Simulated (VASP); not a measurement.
Level of theory: PBE GGA, VASP's PBE PAW potentials (set 64) (plane waves; VASP 6.6.1).

Input for VASP

POSCAR:
```
CdS
1
    2.0980360424    -3.6339048429     0.0000000000
    2.0980360424     3.6339048429     0.0000000000
    0.0000000000     0.0000000000     7.0874954152
Cd S
2 2
Direct
  0.6666670000   0.3333330000   0.5000029639
  0.3333330000   0.6666670000   0.0000029639
  0.6666670000   0.3333330000   0.8769970361
  0.3333330000   0.6666670000   0.3769970361
```

INCAR:
```
SYSTEM = CdS
PREC = Accurate
ENCUT = 480
EDIFF = 1E-7
NELM = 100
ALGO = Normal
LREAL = .FALSE.
LASPH = .TRUE.
ISMEAR = 0
SIGMA = 0.05
GGA = PE
LMAXMIX = 4
LWAVE = .FALSE.
LCHARG = .FALSE.
ISIF = 2
```

KPOINTS:
```
Automatic
0
G
 6 6 4
```

POTCAR, in this order: Cd S (PBE.64 set). Program: vasp_std.

### Question
Estimate the energy per atom (σ→0), pressure, band gap (on the k-mesh).

### Answer

The energy per atom (σ→0) comes out as -3.064 eV/atom. The band gap (on the k-mesh) is 0.98 eV. The pressure comes out as -1.46 GPa.

OSZICAR:
```
...
DAV:  10    -0.122562935021E+02   -0.34285E-03   -0.15449E-03  1050   0.377E-01    0.113E-01
DAV:  11    -0.122564379647E+02   -0.14446E-03   -0.23422E-04  1072   0.105E-01    0.890E-02
DAV:  12    -0.122564652148E+02   -0.27250E-04   -0.18566E-04  1020   0.836E-02    0.139E-02
DAV:  13    -0.122564640657E+02    0.11491E-05   -0.11595E-05  1128   0.266E-02    0.625E-03
DAV:  14    -0.122564653400E+02   -0.12743E-05   -0.16277E-06  1014   0.700E-03    0.560E-03
DAV:  15    -0.122564648717E+02    0.46828E-06   -0.12510E-06  1106   0.935E-03    0.257E-03
DAV:  16    -0.122564648390E+02    0.32730E-07   -0.17446E-07   824   0.243E-03
   1 F= -.12256465E+02 E0= -.12256465E+02  d E =-.953974E-12
```

The compound is CdS in the wurtzite structure. This cell was strained or had an atom moved on purpose.
